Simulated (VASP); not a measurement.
An input for Quantum ESPRESSO's pw.x (written as the equivalent of a VASP run, and not itself run):

```
&CONTROL
  calculation = 'scf'
  pseudo_dir = './pseudo'
  outdir = './out'
  tprnfor = .true.
  tstress = .true.
/
&SYSTEM
  ibrav = 0
  nat = 2
  ntyp = 2
  ecutwfc = 82
  occupations = 'tetrahedra'
  input_dft = 'pbe'
/
&ELECTRONS
  conv_thr = 7.3e-09
  electron_maxstep = 100
/
ATOMIC_SPECIES
  In 114.818 In.upf
  Pd 106.420 Pd.upf
CELL_PARAMETERS angstrom
     3.3089231    0.0000000    0.0000000
     0.0000000    3.3089231    0.0000000
     0.0000000    0.0000000    3.3089231
ATOMIC_POSITIONS crystal
  In   0.5000000  0.5000000  0.5000000
  Pd   0.0000000  0.0000000  0.0000000
K_POINTS automatic
  12 12 12 0 0 0
```

### Question
Translate this input to VASP (INCAR, KPOINTS, POSCAR, choice of POTCAR).

### Answer
Several could match; the one computed here: 
### POSCAR
```
PdIn
1
    3.3089230899     0.0000000000     0.0000000000
    0.0000000000     3.3089230899     0.0000000000
    0.0000000000     0.0000000000     3.3089230899
In Pd
1 1
Direct
  0.5000000000   0.5000000000   0.5000000000
  0.0000000000   0.0000000000   0.0000000000
```

**KPOINTS**
```
Automatic mesh
0
Gamma
12 12 12
0 0 0
```

INCAR:
```
SYSTEM  =  PdIn
PREC  =  Accurate; ENCUT  =  520; LREAL  =  .False.
LASPH  =  .True.
EDIFF  =  1E-7; NELM  =  100; ALGO  =  Normal
LMAXMIX  =  4
ISMEAR  =  -5
GGA  =  PE
ISIF  =  2
LWAVE  =  .False.; LCHARG  =  .True.; LORBIT  =  11
NEDOS  =  601
```

POTCAR, in this order: In_d Pd (PBE.64 set). Program: vasp_std.

Limits of the translation: the potentials are each code's own (VASP's PAW set, PseudoDojo norm-conserving files in pw.x), so ENCUT and ecutwfc are chosen apart and not converted; conv_thr bounds pw.x's estimated SCF error, while EDIFF bounds the energy change between steps.

The compound is PdIn in the CsCl type structure. It was relaxed first, which changed the volume by +6 %.
